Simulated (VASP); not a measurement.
Level of theory: PBE GGA, VASP's PBE PAW potentials (set 64) (plane waves; VASP).

The input files of a VASP run:

### POSCAR
```
TiCo
1.0
  3.0498000000   0.0000000000   0.0000000000
  0.0000000000   3.0498000000   0.0000000000
  0.0000000000   0.0000000000   3.0498000000
Ti Co
1 1
Cart
  0.0000000000   0.0000000000   0.0000000000
  1.5249000000   1.5249000000   1.5249000000
```

**INCAR**
```
SYSTEM = TiCo
PREC = Accurate; ENCUT = 400; LREAL = F
LASPH = T; NBANDS = 28
EDIFF = 1E-6; NELM = 100; ALGO = Normal
LMAXMIX = 4
ISMEAR = 1; SIGMA = 0.1
GGA = PE
ISIF = 2
LWAVE = F; LCHARG = F
```

### KPOINTS
```
Automatic mesh
0
Gamma
  11 11 11
0 0 0
```

POTCAR, in this order: Ti_sv Co (PBE.64 set). Program: vasp_std.

Q: Estimate the energy per atom (σ→0), pressure, band gap (on the k-mesh).

A: 
| Item | Value |
|---|---|
| energy per atom (σ→0) | -7.772 eV/atom |
| band gap (on the k-mesh) | none (metal, semimetal or under 0.01 eV) |
| pressure | -12.66 GPa |

**OSZICAR**
```
...
DAV:   9    -0.155679258477E+02   -0.24636E-01   -0.11854E-01  3696   0.213E+00    0.206E+00
DAV:  10    -0.155457975179E+02    0.22128E-01   -0.63136E-02  3896   0.186E+00    0.504E-01
DAV:  11    -0.155450944956E+02    0.70302E-03   -0.14307E-03  3984   0.270E-01    0.353E-01
DAV:  12    -0.155442595963E+02    0.83490E-03   -0.18480E-03  3924   0.210E-01    0.739E-02
DAV:  13    -0.155442376559E+02    0.21940E-04   -0.69356E-05  3800   0.478E-02    0.386E-02
DAV:  14    -0.155442274585E+02    0.10197E-04   -0.39991E-05  4440   0.438E-02    0.812E-03
DAV:  15    -0.155442267329E+02    0.72559E-06   -0.22347E-06  3288   0.132E-02
   1 F= -.15544227E+02 E0= -.15544239E+02  d E =0.376906E-04
```

The compound is TiCo in the CsCl type structure. The cell was not relaxed at this level. The run is one of a series of settings (NBANDS = 28 against the base run), some of them coarse on purpose. The run is not spin-polarised, so no magnetic state was tried. The electron count is odd and the run is not spin-polarised, which forces a metal.
